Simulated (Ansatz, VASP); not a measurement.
# Two plane-wave programs on MgGeSe2

```
Mg Ge Se
1.0
     5.29303    0.00000    0.00000
     0.00000    5.29303    0.00000
     0.00000    0.00000    3.10906
Mg Ge Se
1 1 2
Direct
  0.50000 0.50000 0.50000
  0.00000 0.00000 0.00000
  0.50000 0.00000 0.00000
  0.00000 0.50000 0.00000
```

Alike in both runs: task relaxation of cell and atoms; functional PBE; k mesh 10 × 10 × 14; occupations gaussian, width 0.1 eV; no spin polarisation.

```csv
,VASP,Ansatz
version,VASP 6.6.1,Ansatz 0.2.0
potentials or method,"VASP PAW PBE potentials, release 64 (Mg, Ge_d, Se)","scalar-relativistic, plane waves, PAW"
plane-wave cutoff (eV),600,420
valence electrons in the cell,28,56
```

|  | VASP | Ansatz | Ansatz less VASP |
| --- | --- | --- | --- |
| gap on the k mesh at the Fermi level, each at its own relaxed structure (eV) | none | none | - |
| relaxed volume (Å³/atom) | 21.86 | 21.90 | +0.033 |
| relaxed cell length with the largest relative difference (Å) | 3.115 | 3.141 | +0.0258 |

A gap of «none» marks a metal or a gap that the smearing closes. The two sets of potentials don't hold the same shells in valence.
